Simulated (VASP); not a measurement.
Given:

```
SrTe
1.0
    0.00000     3.30729     3.30729
    3.30729     0.00000     3.30729
    3.30729     3.30729     0.00000
Sr Te
1 1
Direct
  0.00000   0.00000   0.00000
  0.50000   0.50000   0.50000
```

All values below come from PBEsol GGA, VASP's PBE PAW potentials (set 64) (plane waves; VASP). Run with 400 eV cut-off, 8×8×8 Γ-centred mesh, tetrahedra with Blöchl corrections, potentials Sr_sv Te.

Unless said otherwise, spin-orbit coupling is left out, though it shifts the bands of the heavy elements here.

Q: Predict the energy per atom (σ→0), band gap (on the k-mesh) with the smallest direct gap where there is one.

A: 
```json
{
  "band gap (on the k-mesh)": "1.55 eV",
  "smallest direct gap (on the k-mesh)": "2.32 eV",
  "energy per atom (σ→0)": "-4416 meV/atom"
}
```

Only differences to runs with the same potentials and settings are physical.

The compound is SrTe in the rock salt structure. It was relaxed first.
